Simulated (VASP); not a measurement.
These are HSE06 screened hybrid, VASP's PBE PAW potentials (set 64) (plane waves; VASP) values and carry that method's errors.

The input files of a VASP run:

**POSCAR**
```
Ga31ZnP32
11.0671090
  1.0000000188   0.0000000000   0.0000000000
  0.0000000000   1.0000000188   0.0000000000
  0.0000000000   0.0000000000   1.0000000188
Ga P Zn
31 32 1
Cart
  0.5000315282   0.0002293947   0.0002729406
  0.7496493109   0.2501864380   0.0001603338
  0.7496042120   0.9997673691   0.2505544557
  0.0000012861   0.9999428917   0.9999626571
  0.2505901582   0.2505037617   0.0005314585
  0.4999996325   0.4999587549   0.0002449205
  0.7496174972   0.7495872413   0.0002468021
  0.2506202432   0.0006389470   0.2506450015
  0.5020948867   0.2513896803   0.2513543345
  0.7488409230   0.4980982270   0.2512343968
  0.5000114172   0.0001252366   0.5000514862
  0.7488946029   0.2512267033   0.4979776740
  0.7494682406   0.0003874686   0.7494458523
  0.9998989408   0.5000511857   0.0003438478
  0.2502377363   0.7498095935   0.0000920037
  0.0004565330   0.2505833073   0.2505030436
  0.2512450440   0.5021310819   0.2512094601
  0.4979799295   0.7489331383   0.2512492334
  0.9998167508   0.9999870441   0.5000638567
  0.2511469808   0.2512497361   0.5021366786
  0.7488076056   0.7487467990   0.5022233426
  0.2504137668   0.9998052402   0.7496158126
  0.4979960729   0.2512241497   0.7489763156
  0.7488617154   0.5020625216   0.7490382523
  0.9997205324   0.7496971204   0.2505423012
  0.0000941519   0.4999878223   0.5000449775
  0.2511506470   0.7489106861   0.4979059910
  0.9998951091   0.2503242868   0.7496709364
  0.2509131347   0.4981906163   0.7491856642
  0.5019870143   0.7490172013   0.7491357449
  0.0001271865   0.7497823487   0.7495083156
  0.6248573948   0.1247762675   0.1252484705
  0.8751876012   0.3749716988   0.1251113136
  0.8752508512   0.1249150809   0.3750769737
  0.1250774355   0.1250432650   0.1251238330
  0.3752374582   0.3751839552   0.1260045356
  0.6248662138   0.6248763062   0.1258336077
  0.8749238721   0.8749529220   0.1250788475
  0.3753054104   0.1259602411   0.3753590178
  0.6240601662   0.3761092470   0.3761783302
  0.8743296381   0.6248828397   0.3753128533
  0.6247959432   0.1258064367   0.6248019622
  0.8744027154   0.3751000476   0.6250063581
  0.8749568970   0.1249449642   0.8750037766
  0.1247294294   0.6249394333   0.1250640144
  0.3750038214   0.8754224130   0.1250714641
  0.1258441844   0.3752134583   0.3752034010
  0.3759349227   0.6241757431   0.3759365188
  0.6248890596   0.8742597512   0.3753646364
  0.1247425512   0.1246148315   0.6250711150
  0.3756007322   0.3758963050   0.6246095865
  0.6240629508   0.6242179630   0.6246090759
  0.8750385585   0.8752582861   0.6250252991
  0.3749319209   0.1247354952   0.8753890339
  0.6249726480   0.3749159878   0.8746724951
  0.8753553726   0.6250645827   0.8753538307
  0.1248907698   0.8754392415   0.3750480784
  0.1256430507   0.6249799653   0.6248623694
  0.3751684863   0.8743705745   0.6248774127
  0.1247001709   0.3748261520   0.8755849195
  0.3750118571   0.6250494346   0.8747444878
  0.6251049854   0.8754741902   0.8754466282
  0.1250028085   0.8749597416   0.8749526826
  0.4997899347   0.5001777877   0.5005125264
```

### INCAR
```
SYSTEM = Ga31ZnP32
PREC = Normal; ENCUT = 400; LREAL = Auto
LASPH = .True.; ISYM = 0
EDIFF = 1E-5; NELM = 50; NELMIN = 4
ALGO = Normal; LMAXMIX = 4
ISMEAR = 0; SIGMA = 0.05
GGA = PE; LHFCALC = .True.; AEXX = 0.25
HFSCREEN = 0.2; PRECFOCK = Fast
ISPIN = 2; MAGMOM = 64*0.0156; NUPDOWN = 1
ISIF = 0
LWAVE = .False.; LCHARG = .False.; LORBIT = 10
```

KPOINTS:
```
Automatic mesh
0
Gamma
1 1 1
0 0 0
```

POTCAR, in this order: Ga P Zn (PBE.64 set). Program: vasp_gam. Read from the step before: WAVECAR.

The run wrote:

**OSZICAR**
```
       N       E                     dE             d eps       ncg     rms          rms(c)
DAV:   1    -0.338921191820E+03   -0.33892E+03   -0.16422E+01   734   0.178E+01    0.103E+01
DAV:   2    -0.339125577569E+03   -0.20439E+00   -0.19151E+00   782   0.474E+00    0.731E+00
DAV:   3    -0.339110548850E+03    0.15029E-01   -0.83038E-02   814   0.815E-01    0.432E+00
DAV:   4    -0.339116911977E+03   -0.63631E-02   -0.22136E-02   752   0.361E-01    0.245E+00
DAV:   5    -0.339119920421E+03   -0.30084E-02   -0.14037E-02   744   0.225E-01    0.136E+00
DAV:   6    -0.339117858302E+03    0.20621E-02   -0.44379E-03   744   0.127E-01    0.748E-01
DAV:   7    -0.339117085859E+03    0.77244E-03   -0.84113E-04   768   0.573E-02    0.414E-01
DAV:   8    -0.339116811995E+03    0.27386E-03   -0.18465E-04   766   0.274E-02    0.226E-01
DAV:   9    -0.339116725676E+03    0.86319E-04   -0.67950E-05   726   0.160E-02    0.121E-01
DAV:  10    -0.339116701527E+03    0.24149E-04   -0.22465E-05   430   0.892E-03    0.667E-02
DAV:  11    -0.339116696277E+03    0.52508E-05   -0.15931E-05   408   0.669E-03
   1 F= -.33911670E+03 E0= -.33911659E+03  d E =-.209259E-03  mag=     1.0000
```

File OUTCAR:
```
------------------------ aborting loop because EDIFF is reached ----------------------------------------
  volume of cell :     1355.51
      direct lattice vectors                 reciprocal lattice vectors
    11.067109208  0.000000000  0.000000000     0.090357832  0.000000000  0.000000000
     0.000000000 11.067109208  0.000000000     0.000000000  0.090357832  0.000000000
     0.000000000  0.000000000 11.067109208     0.000000000  0.000000000  0.090357832
  FREE ENERGIE OF THE ION-ELECTRON SYSTEM (eV)
  ---------------------------------------------------
  free  energy   TOTEN  =      -339.1166962765 eV

  energy  without entropy=     -339.1164870170  energy(sigma->0) =     -339.11659165

  exchange ACFDT corr.  =         0.00000000  see jH, gK, PRB 81, 115126

 total charge

# of ion       s       p       d       tot
------------------------------------------
    1        1.080   1.285   0.169   2.534
    2        1.077   1.275   0.167   2.518
    3        1.077   1.275   0.167   2.519
    4        1.077   1.277   0.167   2.521
    5        1.077   1.276   0.167   2.520
    6        1.077   1.275   0.167   2.518
    7        1.077   1.275   0.167   2.519
    8        1.077   1.276   0.167   2.520
    9        1.078   1.279   0.169   2.527
   10        1.079   1.275   0.168   2.522
   11        1.077   1.276   0.167   2.520
   12        1.078   1.278   0.168   2.524
   13        1.077   1.276   0.167   2.520
   14        1.080   1.284   0.168   2.532
   15        1.077   1.275   0.167   2.518
   16        1.077   1.276   0.167   2.520
   17        1.078   1.279   0.169   2.526
   18        1.079   1.275   0.168   2.522
   19        1.080   1.285   0.169   2.533
   20        1.079   1.277   0.167   2.523
   21        1.079   1.275   0.168   2.522
   22        1.077   1.276   0.167   2.520
   23        1.078   1.277   0.167   2.523
   24        1.078   1.276   0.168   2.522
   25        1.077   1.274   0.167   2.518
   26        1.077   1.275   0.167   2.519
   27        1.078   1.277   0.168   2.524
   28        1.077   1.276   0.167   2.520
   29        1.078   1.276   0.167   2.521
   30        1.078   1.277   0.168   2.523
   31        1.077   1.276   0.167   2.520
   32        1.008   1.531   0.000   2.539
   33        1.009   1.530   0.000   2.538
   34        1.009   1.530   0.000   2.539
   35        1.008   1.529   0.000   2.537
   36        1.008   1.529   0.000   2.537
   37        1.008   1.528   0.000   2.536
   38        1.008   1.529   0.000   2.538
   39        1.008   1.529   0.000   2.537
   40        1.009   1.536   0.000   2.545
   41        1.008   1.528   0.000   2.536
   42        1.008   1.528   0.000   2.537
   43        1.008   1.528   0.000   2.536
   44        1.009   1.529   0.000   2.537
   45        1.008   1.530   0.000   2.539
   46        1.009   1.530   0.000   2.538
   47        1.008   1.528   0.000   2.537
   48        1.009   1.537   0.000   2.546
   49        1.008   1.528   0.000   2.536
   50        1.009   1.528   0.000   2.538
   51        1.011   1.531   0.000   2.542
   52        1.009   1.536   0.000   2.545
   53        1.009   1.529   0.000   2.538
   54        1.009   1.528   0.000   2.538
   55        1.008   1.527   0.000   2.536
   56        1.009   1.530   0.000   2.538
   57        1.008   1.530   0.000   2.538
   58        1.008   1.528   0.000   2.536
   59        1.008   1.528   0.000   2.536
   60        1.009   1.528   0.000   2.537
   61        1.008   1.527   0.000   2.536
   62        1.009   1.530   0.000   2.538
   63        1.008   1.529   0.000   2.538
   64        0.532   0.538   9.790  10.859
--------------------------------------------------
tot         66.219  89.070  14.980 170.269

 magnetization (x)

# of ion       s       p       d       tot
------------------------------------------
    1       -0.001   0.002   0.003   0.004
    2       -0.001   0.001   0.003   0.003
    3       -0.001   0.002   0.003   0.004
    4       -0.001   0.002   0.003   0.003
    5       -0.001   0.001   0.003   0.002
    6       -0.001   0.001   0.003   0.002
    7       -0.001   0.002   0.003   0.004
    8       -0.001   0.001   0.003   0.003
    9       -0.001   0.001   0.003   0.003
   10       -0.001   0.005   0.004   0.007
   11       -0.001   0.001   0.002   0.002
   12       -0.001   0.001   0.003   0.002
   13       -0.001   0.001   0.003   0.003
   14       -0.001   0.002   0.003   0.004
   15       -0.001   0.001   0.003   0.003
   16       -0.001   0.001   0.003   0.003
   17       -0.001   0.001   0.003   0.003
   18       -0.001   0.005   0.003   0.007
   19       -0.001   0.003   0.003   0.005
   20       -0.002   0.002   0.004   0.004
   21       -0.002   0.006   0.004   0.008
...
```
(Selected blocks of OUTCAR.)

File OUTCAR:
```
 val. band max:        2.5372262318   @ k =   0.0000   0.0000   0.0000

 cond. band min:       2.7654633898   @ k =   0.0000   0.0000   0.0000


 Fermi energy:         2.8067286719

 spin component 1

 k-point     1 :       0.0000    0.0000    0.0000
  band No.  band energies     occupation
      1     -10.9265      1.00000
      2      -9.9347      1.00000
      3      -9.9320      1.00000
      4      -9.9255      1.00000
      5      -9.9134      1.00000
      6      -9.9082      1.00000
      7      -9.8234      1.00000
      8      -9.1284      1.00000
      9      -9.1251      1.00000
     10      -9.1205      1.00000
     11      -9.1162      1.00000
     12      -9.1110      1.00000
     13      -9.1090      1.00000
     14      -9.1074      1.00000
     15      -9.1049      1.00000
     16      -9.1024      1.00000
     17      -9.0924      1.00000
     18      -9.0891      1.00000
     19      -9.0453      1.00000
     20      -8.9462      1.00000
     21      -8.9403      1.00000
     22      -8.9376      1.00000
     23      -8.7069      1.00000
     24      -8.0664      1.00000
     25      -8.0639      1.00000
     26      -8.0627      1.00000
     27      -8.0004      1.00000
     28      -7.9949      1.00000
     29      -7.9894      1.00000
     30      -7.9855      1.00000
     31      -7.9602      1.00000
     32      -7.9545      1.00000
     33      -5.5425      1.00000
     34      -5.5160      1.00000
     35      -5.5126      1.00000
     36      -5.4850      1.00000
     37      -5.4848      1.00000
     38      -4.6378      1.00000
     39      -4.6320      1.00000
     40      -4.6294      1.00000
     41      -4.4850      1.00000
     42      -4.4618      1.00000
     43      -4.4578      1.00000
     44      -4.4571      1.00000
     45      -4.4141      1.00000
     46      -4.4122      1.00000
     47      -4.4111      1.00000
     48      -4.4101      1.00000
     49      -4.4027      1.00000
...
```

The supercell is sampled at Γ alone, which is coarse: total energies, pressure and levels can be off, energies of defects by several tenths of an eV.

The cell is a supercell with a defect, built from GaP (zinc blende): Zn_Ga. The cell's shape comes from a PBE relaxation.
